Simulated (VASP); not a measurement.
OSZICAR of a VASP run on PbTe (rock salt):

File OSZICAR:
```
       N       E                     dE             d eps       ncg     rms          rms(c)
DAV:   1     0.155630887597E+03    0.15563E+03   -0.84247E+03   812   0.126E+03
DAV:   2     0.121965127795E+02   -0.14343E+03   -0.13993E+03   848   0.312E+02
DAV:   3     0.282596150457E+01   -0.93706E+01   -0.93355E+01  1094   0.882E+01
DAV:   4     0.262800805576E+01   -0.19795E+00   -0.19789E+00   956   0.148E+01
DAV:   5     0.262097099777E+01   -0.70371E-02   -0.70370E-02  1138   0.250E+00    0.769E+00
DAV:   6     0.167571018134E+02    0.14136E+02   -0.27103E+01   986   0.109E+02    0.358E+00
DAV:   7     0.165480111503E+02   -0.20909E+00   -0.47747E-01   812   0.116E+01    0.228E+00
DAV:   8     0.160644054062E+02   -0.48361E+00   -0.10973E+00   812   0.114E+01    0.896E-01
DAV:   9     0.166167460353E+02    0.55234E+00   -0.59648E-01   812   0.102E+01    0.649E-01
DAV:  10     0.166115160961E+02   -0.52299E-02   -0.37485E-02   878   0.321E+00    0.524E-01
DAV:  11     0.166182549027E+02    0.67388E-02   -0.13771E-02  1028   0.190E+00    0.192E-01
DAV:  12     0.166180715975E+02   -0.18331E-03   -0.16568E-02   998   0.239E+00    0.163E-01
DAV:  13     0.166187001099E+02    0.62851E-03   -0.14690E-03   914   0.710E-01    0.698E-02
DAV:  14     0.166187142032E+02    0.14093E-04   -0.85725E-05   992   0.145E-01    0.495E-02
DAV:  15     0.166187418475E+02    0.27644E-04   -0.24007E-05   842   0.539E-02    0.425E-02
DAV:  16     0.166187465891E+02    0.47416E-05   -0.18848E-04   908   0.251E-01    0.369E-03
DAV:  17     0.166187403043E+02   -0.62848E-05   -0.77328E-06  1022   0.280E-02    0.350E-03
DAV:  18     0.166187398959E+02   -0.40837E-06   -0.22951E-07   908   0.461E-03    0.265E-03
DAV:  19     0.166187409986E+02    0.11027E-05   -0.60440E-07   878   0.153E-02    0.154E-03
DAV:  20     0.166187420260E+02    0.10275E-05   -0.39360E-07   728   0.105E-02    0.897E-04
DAV:  21     0.166187421742E+02    0.14815E-06   -0.10328E-07   620   0.426E-03    0.244E-04
DAV:  22     0.166187420552E+02   -0.11903E-06   -0.16474E-08   424   0.170E-03    0.171E-04
DAV:  23     0.166187421227E+02    0.67520E-07   -0.52772E-09   412   0.124E-03
   1 F= 0.16618742E+02 E0= 0.16618742E+02  d E =0.000000E+00
       N       E                     dE             ncg
       N       E                     dE             ncg
       N       E                     dE             ncg
```

Task: Which electronic solver shows in the log?

Result: It is blocked Davidson (ALGO = Normal, or the opening steps of other solvers). The INCAR had ALGO = Normal.

Task: Can the final energy be trusted as converged?

Result: The calculation finished and met its thresholds. It stopped with EDIFF = 1E-7, NELM = 100 (MS2 meta-GGA, plane waves, VASP's PBE PAW potentials (set 64)).

The compound is PbTe in the rock salt structure. It was relaxed first.
